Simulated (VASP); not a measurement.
Input of a VASP 6.6.1 run:

File INCAR:

```
SYSTEM = CaMg3
ALGO     = Normal         ! electronic algorithm
EDIFF    = 1E-7           ! SCF threshold, eV
ENCUT    = 520            ! plane-wave cutoff, eV
ISIF     = 2              ! what is computed and relaxed
ISMEAR   = 1              ! smearing method
LASPH    = .TRUE.         ! aspherical terms in the spheres
LCHARG   = .FALSE.        ! write CHGCAR
LREAL    = .FALSE.        ! projectors in reciprocal space
LWAVE    = .FALSE.        ! write WAVECAR
NBANDS   = 16             ! bands
NELM     = 100            ! most SCF steps
PREC     = Accurate       ! precision mode
SIGMA    = 0.1            ! smearing width, eV
```

Contents of KPOINTS:

```
k-points
0
G
  5 5 5
  0 0 0
```

The input POSCAR:

```
CaMg3
1.0
    4.7539470000      0.0000000000      0.0000000000
    0.0000000000      4.7539470000      0.0000000000
    0.0000000000      0.0000000000      4.7539470000
Ca Mg
1 3
Direct
    0.0000000000      0.0000000000      0.0000000000
    0.5000000000      0.5000000000      0.0000000000
    0.5000000000      0.0000000000      0.5000000000
    0.0000000000      0.5000000000      0.5000000000
```

Potentials or basis: VASP PAW LDA potentials, release 64 (Ca_sv, Mg).

Command:

```console
$ cat potpaw_LDA.64/Ca_sv/POTCAR potpaw_LDA.64/Mg/POTCAR > POTCAR
$ mpirun -np 1 vasp_std > vasp.out
```

**Question.** Predict the pressure.

**Answer.** -1.9 GPa.

**Question.** Estimate the band gap on the k mesh.

**Answer.** None (metal or under the smearing width).
